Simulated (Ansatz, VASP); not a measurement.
## Two plane-wave programs on Hf3ZnIr

```
Hf Zn Ir
1.0
     4.79066    0.00000    0.00000
     0.00000    4.79066    0.00000
     0.00000    0.00000    4.79066
Hf Zn Ir
3 1 1
Direct
  0.00000 0.50000 0.50000
  0.50000 0.00000 0.50000
  0.50000 0.50000 0.00000
  0.50000 0.50000 0.50000
  0.00000 0.00000 0.00000
```

Change from the starting cell: species swapped into the Ca3BiP type (Pm-3m, No. 221).

Alike in both runs: functional PBE; k mesh 8 × 8 × 8; occupations gaussian, width 0.1 eV; no spin polarisation.

Ansatz relaxed the structure, and its values are those at the end. VASP's run is a single point on that final structure, the one shown.

|  | VASP | Ansatz |
| --- | --- | --- |
| version | VASP 6.6.1 | Ansatz 0.2.0 |
| potentials or method | VASP PAW PBE potentials, release 64 (Hf_pv, Zn, Ir) | scalar-relativistic, plane waves, PAW |
| plane-wave cutoff (eV) | 520 | 420 |
| valence electrons in the cell | 51 | 107 |

```tsv
	VASP	Ansatz	Ansatz less VASP
gap on the k mesh at the Fermi level (eV)	none	none	-
pressure (GPa)	-0.6	0.0	+0.55
```

A gap of «none» marks a metal or a gap that the smearing closes. The functional is the same, so the differences come from potentials, cutoffs and numerics. The two sets of potentials don't hold the same shells in valence.

The runs have no spin-orbit coupling, so splittings on Hf, Ir are missing.
